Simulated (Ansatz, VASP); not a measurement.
# Cross-check of Al2O3 (Corundum) between VASP and Ansatz, part 3 of 3

One calculation is typed for both programs; each brings its own data sets. How far apart do they land? The cell is taken from a series of runs on this material, whose earlier steps may have relaxed, scaled, displaced or heated it; both programs get it as it stands.

VASP 6.6.1 and Ansatz 0.2.0.

So far: Set-up; VASP: zone-centre phonons, PBE.

### 3. Ansatz: zone-centre phonons, PBE

Level of this step: Ansatz beside VASP: Kohn-Sham DFT, plane waves, PBE (Ansatz).

Ansatz runs on its PAW soft_1 files.

The same cell, functional and mesh now go to Ansatz, which takes its cutoff from its data sets.

input.yaml

```yaml
crystal:
  lattice:
    - [2.38025, 1.3742379782, 4.3318666667]
    - [-2.38025, 1.3742379782, 4.3318666667]
    - [0.0, -2.7484759565, 4.3318666667]
  atoms:
    - { symbol: Al, position: [0.352024087, 0.352024087, 0.352024087] }
    - { symbol: Al, position: [0.147975913, 0.147975913, 0.147975913] }
    - { symbol: Al, position: [0.647975913, 0.647975913, 0.647975913] }
    - { symbol: Al, position: [0.852024087, 0.852024087, 0.852024087] }
    - { symbol: O, position: [0.5564668031, 0.9435331969, 0.25] }
    - { symbol: O, position: [0.25, 0.5564668031, 0.9435331969] }
    - { symbol: O, position: [0.9435331969, 0.25, 0.5564668031] }
    - { symbol: O, position: [0.4435331969, 0.0564668031, 0.75] }
    - { symbol: O, position: [0.75, 0.4435331969, 0.0564668031] }
    - { symbol: O, position: [0.0564668031, 0.75, 0.4435331969] }
kpoints:
  mp_grid: { grid: [6, 6, 6] }
hamiltonian:
  xc: pbe
  pseudopotentials: { kind: paw, azcp: { folder: soft_1 } }
scf:
  occupations: { method: fixed }
output:
  eigenvalues: true
phonons:
  method: dfpt
  dielectric: true
  rigid_motions: translations
```

Command:

```bash
ansatz run input.yaml --threads 4 --pin off --max-ram 8192MiB --backend cpu --events-out ev --progress --plain --runs-dir out
```

Numbers of over 12 decimals in the logs are rounded to 6 here.

Output:

```text
Engine: ansatz 0.2.0, x86_64-unknown-linux-gnu
Pseudopotentials: kind: paw
Pseudopotential: Al, paw, valence charge 3, recommended cutoff 420 eV (normal), soft_1/Al.paw.azcp
Pseudopotential: O, paw, valence charge 6, recommended cutoff 420 eV (normal), soft_1/O.paw.azcp
Functional definition: PBE
  parameter kappa = 0.804
  parameter beta = 0.066725
  exchange = pbe_x(kappa = kappa, mu = beta*pi^2/3)
  correlation = pbe_c(beta = beta)
Crystal: 10 atoms, lattice volume = 85.018 Å³
Basis set: ecut = 420 eV, 1653 PW (Γ), exchange–correlation on 72×72×72 points (8 copies of the dense FFT grid, shifted against one another)
Bands: 34, of which v1, the nominal top of the filled ones, is band 24 counted from 1 (23 counted from 0)
Symmetry: 12 space group operations
k-points: 112 of 216 (irreducible under 1 space group operation, time reversal used)
Non-local potential: Al, projectors of the file, l = 0: 2, l = 1: 2, l = 2: 1
Non-local potential: O, projectors of the file, l = 0: 2, l = 1: 2, l = 2: 1
PAW form: soft (Blöchl's): semilocal exchange-correlation on the pseudo side does not see the compensation charge
PAW one-centre angular grid: Al, 110 points (default); XC on 64 Gauss nodes
PAW one-centre angular grid: O, 110 points (default); XC on 64 Gauss nodes
Initial density: superposition of atomic densities (chi_scale 0.1, normalization cell, long waves kept (reshape's long-wave potential 0.00 eV rms))
Initial wavefunctions: pseudopotential atomic-orbital guess
Functional: x = pbe(κ = 0.804, μ = 0.219515), c = pbe(β = 0.066725)
SCF iter   1: F=—  HF=-5573.282467 eV  |F-HF|=—  |Δ(HF+E_count)|=         —  Δρ=1.32e-1  dr2=1.37e1  ethr=3.10e-3  ⟨swp⟩=5.0  Hψ=14454  notcnv=0  defer=741
preconditioner: auto → Resta (q_TF=auto, 2.480 Å⁻¹)  ε∞=3.3  [insulator: Δε(μ)=7.225 eV  Ē_g=18.523 eV  n_scr=20 (ndim 8)  ℏωp=27.9 eV  f_vac=0.000  ε∞_Penn≈3.3]
SCF iter   2: F=—  HF=-5569.696080 eV  |F-HF|=—  |Δ(HF+E_count)|=    3.59e0  Δρ=4.29e-2  dr2=7.72e-1  ethr=3.10e-3  ⟨swp⟩=2.9  Hψ=8193  notcnv=0  defer=831
SCF iter   3: F=—  HF=-5569.601574 eV  |F-HF|=—  |Δ(HF+E_count)|=   9.45e-2  Δρ=2.21e-2  dr2=2.33e-1  ethr=1.61e-3  ⟨swp⟩=1.7  Hψ=3491  notcnv=0  defer=872
SCF iter   4: F=—  HF=-5569.599603 eV  |F-HF|=—  |Δ(HF+E_count)|=   1.97e-3  Δρ=1.49e-3  dr2=9.79e-4  ethr=4.86e-4  ⟨swp⟩=3.0  Hψ=6274  notcnv=0  defer=878
SCF iter   5: F=—  HF=-5569.601067 eV  |F-HF|=—  |Δ(HF+E_count)|=   1.46e-3  Δρ=2.02e-4  dr2=4.12e-5  ethr=2.04e-6  ⟨swp⟩=2.0  Hψ=5888  notcnv=0  defer=896
SCF iter   6: F=—  HF=-5569.601123 eV  |F-HF|=—  |Δ(HF+E_count)|=   5.58e-5  Δρ=4.92e-5  dr2=2.26e-6  ethr=8.58e-8  ⟨swp⟩=2.0  Hψ=6076  notcnv=0  defer=873
SCF iter   7: F=—  HF=-5569.601125 eV  |F-HF|=—  |Δ(HF+E_count)|=   1.90e-6  Δρ=5.69e-6  dr2=1.83e-8  ethr=4.71e-9  ⟨swp⟩=2.0  Hψ=6411  notcnv=0  defer=601
SCF iter   8: F=—  HF=-5569.601125 eV  |F-HF|=—  |Δ(HF+E_count)|=   2.08e-8  Δρ=1.00e-6  dr2=7.37e-10  ethr=3.81e-11  ⟨swp⟩=2.3  Hψ=5921  notcnv=0  defer=601
SCF iter   9: F=-5569.601125 eV  HF=-5569.601125 eV  |F-HF|=7.28e-12  |Δ(HF+E_count)|=  6.17e-10  Δρ=1.56e-7  dr2=1.56e-11  ethr=1.00e-12  ⟨swp⟩=15.8  Hψ=28028  notcnv=0
SCF 1 converged in 9 iterations: F = -5569.601125 eV  dr2 = 1.56e-11
  greatest PAW one-centre occupation: 0.858 electrons in one spin orbital (limit 2), on the O atom at site 9 (counted from 0), in its partial waves of l = 0
NSCF: frozen V_eff on 6 k-points
DFPT response loops at Γ: preconditioner auto → none (the input reference at scf.mixing.eps_inf says where Resta's filter doesn't serve); β = 0.50; Broyden in place of MSR1
SCF converged after 9 iterations
Free energy (F): -5569.601125 eV
Harris-Foulkes:  -5569.601125 eV  (|F-HF|=7.28e-12)
Internal energy: -5569.601125 eV  (E = F + TS)
E sigma→0 (E₀):  -5569.601125 eV
Fermi energy:    7.704893 eV
--- Per-component energies (eV) ---
  E_band       = 65.044571
  E_kinetic    = 1142.639550
  E_local      = -1962.674202  (includes V_loc(G=0)·N_el)
  E_nonlocal   = 351.494738
  E_hartree    = 747.275919
  E_xc         = -592.518770
  E_vxc        = -681.467666  (∫ρ·V_xc dr)
  E_paw        = -2858.397541  (= ΣΔE_a)
  E_vpaw       = -279.504417  (= ΣTr[D̂ρ^β])
  E_aug_tail   = 0.004748  (compensation charges beyond the density's cutoff)
  E_ewald      = -2397.425566
  E_smearing   = -0.000000  (= −TS)
  E_closure    = -0.000000  (closes the sum)
  Σ components = -5569.601125   (vs F -5569.601125, Δ=0.00e0)
--- Band table (eV; the first three rows and the last of 112) ---
  k-point 0: bands = [... 20 lower, 7.2116, 7.6655, 7.6655, 7.7049, 13.9312, 16.8717, 18.4816, 19.2571, ... 6 higher]
  k-point 1: bands = [... 20 lower, 7.0226, 7.3609, 7.6255, 7.6551, 14.5606, 17.3774, 18.0467, 18.9368, ... 6 higher]
  k-point 2: bands = [... 20 lower, 6.8630, 7.1586, 7.4778, 7.5206, 15.8737, 17.5383, 17.8847, 18.2425, ... 6 higher]
  k-point 111: bands = [... 20 lower, 7.3285, 7.3285, 7.3285, 7.3285, 16.3914, 16.3914, 18.8374, 18.8374, ... 6 higher]
--- Phonons (Γ-DFPT): 5 representative perturbations + reference, on 112 of 216 k-points (Σ response iterations 15) ---
  k mesh reduced under 1 symmetry operation, with k and −k counted as one. Each operation leaves every solved perturbation unchanged. A smaller set is not considered because the run solves the response to a homogeneous field
  ASR residual: 2.469e-5 → 0.000e0 eV/Å²; symmetrization residual: 3.261e-5 eV/Å²
  ASR residual per site (eV/Å²): 1.50e-5 1.50e-5 1.50e-5 1.50e-5 2.47e-5 2.09e-5 2.09e-5 2.47e-5 2.09e-5 2.09e-5
  Γ frequencies (cm⁻¹): 0.00 0.00 0.00 301.61 368.17 368.17 381.66 381.66 386.99 409.75 426.92 426.92 431.82 431.82 439.46 439.46 526.57 570.25 570.25 571.87 571.87 584.51 596.79 629.03 629.03 637.91 686.13 747.70 747.70 747.77
  ε∞ (high-frequency dielectric tensor):
        3.248234    -0.000000     0.000000
        0.000000     3.248234     0.000000
        0.000000     0.000000     3.215139
  ε⁰ (static dielectric tensor: ions relaxed, cell fixed):
        9.455392    -0.000000    -0.000000
       -0.000000     9.455392    -0.000000
       -0.000000    -0.000000    11.578181
  ε⁰ − ε∞ (ionic part):
        6.207158    -0.000000    -0.000000
       -0.000000     6.207158    -0.000000
       -0.000000    -0.000000     8.363042
  softest optical mode at Γ: 301.61 cm⁻¹; the repairs (sum rule, projections) moved no ω² at Γ by more than (4.18 cm⁻¹)²
  Born effective charges Z* (e; rows j = field, columns β = displacement):
    site 0:
         2.97851   -0.03331   -0.00000
         0.03331    2.97851    0.00000
         0.00000    0.00000    2.94755
    site 1:
         2.97851    0.03331    0.00000
        -0.03331    2.97851    0.00000
        -0.00000    0.00000    2.94755
    site 2:
         2.97851   -0.03331   -0.00000
         0.03331    2.97851    0.00000
         0.00000    0.00000    2.94755
    site 3:
         2.97851    0.03331    0.00000
        -0.03331    2.97851    0.00000
        -0.00000    0.00000    2.94755
    site 4:
        -2.08617    0.00000    0.00000
         0.00000   -1.88518    0.26951
         0.00000    0.36289   -1.96503
    site 5:
[...]
site 6:
[...]
site 7:
[...]
site 8:
[...]
site 9:
[...]
Z* charge neutrality: 2.100e-5 e pre-enforcement
  k-mesh period / interband length: 28.6 Å / 1.25 Å = 22.93 at k = (0.0000, 0.0000, 0.0000), direct gap 6.226 eV — 14 or more, which is no proof of convergence
  optical modes at Γ without the LO–TO term, one row a degenerate level:
      ω (cm⁻¹)  modes    IR ((D/Å)²/amu)
[...]
optical modes at Γ + LO–TO along q̂ = [1.0000, 0.0000, 0.0000]:
      ω (cm⁻¹)  modes    IR ((D/Å)²/amu)
[...]
optical modes at Γ + LO–TO along q̂ = [0.0000, 1.0000, 0.0000]:
      ω (cm⁻¹)  modes    IR ((D/Å)²/amu)
[...]
optical modes at Γ + LO–TO along q̂ = [0.0000, 0.0000, 1.0000]:
      ω (cm⁻¹)  modes    IR ((D/Å)²/amu)
[...]
571.87      2             0.0000
        596.79      1             0.0000
        629.03      2             8.1843
        637.91      1             0.0000
        686.13      1             0.0000
        747.70      2             0.0000
        747.77      1             0.0000
        863.58      1            61.8980
```

In the SCF lines HF is the Harris–Foulkes energy and dr2 the Hartree energy of the density residual, in eV; the loop may stop once dr2 is under the threshold and the program's other checks hold. Hψ counts applications of the Hamiltonian.

### 4. Side by side

Known differences besides the potentials themselves: fixed occupations in Ansatz, narrow Gaussian smearing in VASP; the cutoff is 420 eV in Ansatz and 600 eV in VASP. Total energies have different zeros and are not compared.

Compared:

```csv
quantity,Ansatz,VASP,difference
ε∞ xx,3.25,3.24,+0.41 %
ε∞ yy,3.25,3.24,+0.41 %
ε∞ zz,3.22,3.20,+0.41 %
Born charge of Al1 (mean of the diagonal) (e),2.97,2.95,+0.02
Born charge of O5 (mean of the diagonal) (e),-1.98,-1.97,-0.01
```

Zone-centre modes by rising frequency (cm⁻¹; imaginary ones negative):

```csv
program,modes
Ansatz,"0.0, 0.0, 0.0, 301.6, 368.2, 368.2, 381.7, 381.7, 387.0, 409.8, 426.9, 426.9, 431.8, 431.8, 439.5, 439.5, 526.6, 570.2, 570.2, 571.9, 571.9, 584.5, 596.8, 629.0, 629.0, 637.9, 686.1, 747.7, 747.7, 747.8"
VASP,"-0.1, -0.1, 0.0, 303.2, 369.3, 369.3, 382.0, 382.0, 388.2, 411.1, 428.4, 428.4, 433.2, 433.2, 440.8, 440.8, 527.9, 571.8, 571.8, 571.9, 571.9, 586.5, 596.5, 631.1, 631.1, 639.7, 686.9, 749.1, 750.1, 750.1"
```

The two lists differ in the order or number of single and degenerate modes, so they aren't paired one by one; the r.m.s. figure in the results sets the two lists side by side in order.

### 5. Outcome

| Item | Value |
| --- | --- |
| r.m.s. difference of the optical zone-centre modes, each program's sorted by frequency (zone-centre phonons, PBE) | 1.4 cm⁻¹ |

What this shows: The r.m.s. difference of the optical zone-centre modes, each program's sorted by frequency is 1.4 cm⁻¹ (zone-centre phonons, PBE). How closely two codes agree says nothing of how well the functional describes the real material.

[Lines on the potential files, build, host, timing and source positions are cut from VASP's logs without a mark.]

[Logs are printed without paths, hosts, clocks, repeated set-up lines and the standing remarks that a program may print on its own settings, such as how far it seeks lower states.]

[Hosts, paths, dates, database ids (printed as entryN), source tags and the programs' standing remarks are cut or masked in the printed files.]
